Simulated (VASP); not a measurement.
Given:

```yaml
crystal:
  lattice:
    - [2.81446, 0.00000, 0.00000]
    - [0.00000, 2.81446, 0.00000]
    - [0.00000, 0.00000, 2.81446]
  atoms:
    - { symbol: Cr, position: [0.00000, 0.00000, 0.00000], spin: 1.0 }
    - { symbol: Cr, position: [0.50000, 0.50000, 0.50000], spin: -1.0 }
```

The numbers are results of PBE GGA, VASP's PBE PAW potentials (set 64) (plane waves; VASP 6.6.1), not measurements. Settings: 480 eV cut-off, 12×12×12 Γ-centred mesh, first-order Methfessel-Paxton smearing of 0.10 eV, potentials Cr_pv.

Q: Give the stress tensor in GPa (positive for a compressed cell).

A: 
```
11.40   0.00   0.00
 0.00  11.40   0.00
 0.00   0.00  11.40
```
The pressure is its mean diagonal, 11.40 GPa.

The compound is Cr in the bcc, AFM order structure. This cell was strained or had an atom moved on purpose.
